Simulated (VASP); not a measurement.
Given:

```
Mo
1.0
   -1.57500     1.57500     1.57500
    1.57500    -1.57500     1.57500
    1.57500     1.57500    -1.57500
Mo
1
Direct
  0.00000   0.00000   0.00000
```

These are r2SCAN+rVV10, VASP's PBE PAW potentials (set 64) (plane waves; VASP) values and carry that method's errors. Numerical set-up: 520 eV cut-off, 18×18×18 Γ-centred mesh, tetrahedra with Blöchl corrections, potentials Mo_sv.

Problem. Give the energies of bands 5 to 10 at the high-symmetry points, in eV from the Fermi level.

Solution. 
```
band      Γ      H      N      P
----  -----  -----  -----  -----
5     -7.71  -5.69  -5.63  -2.84
6     -1.45  -5.69  -3.62  -2.84
7     -1.45   4.12   1.54  -2.84
8     -1.45   4.12   1.86   2.70
9      1.89   4.12   2.57   2.70
10     1.89   9.44   4.91  10.24
```

It has no gap at this level: it comes out as a metal or semimetal.

The compound is Mo in the bcc structure. The cell was not relaxed at this level.
